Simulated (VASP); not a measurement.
```
MgI2
1.0
    2.08923    -3.61865     0.00000
    2.08923     3.61865     0.00000
    0.00000     0.00000     6.89087
Mg I
1 2
Direct
  0.00000   0.00000   0.00000
  0.33333   0.66667   0.24303
  0.66667   0.33333   0.75697
```

Level of theory: optB88-vdW, VASP's PBE PAW potentials (set 64) (plane waves; VASP 6.6.1). Run with 520 eV cut-off, 7×7×4 Γ-centred mesh, tetrahedra with Blöchl corrections, potentials Mg I.

The cores are frozen, which limits the accuracy of field gradients.

Question: Give the principal components of the electric field gradient (V/Å²) and the asymmetry η at each nucleus.

Answer: 
```json
[
 {"atom": "Mg1", "Vxx": "-0.2", "Vyy": "-0.2", "Vzz": "0.3", "η": "-"},
 {"atom": "I2", "Vxx": "23.0", "Vyy": "23.0", "Vzz": "-45.9", "η": "0.00"},
 {"atom": "I3", "Vxx": "23.0", "Vyy": "23.0", "Vzz": "-45.9", "η": "0.00"}
]
```

The compound is MgI2 in the 1T layered structure. It was relaxed first.
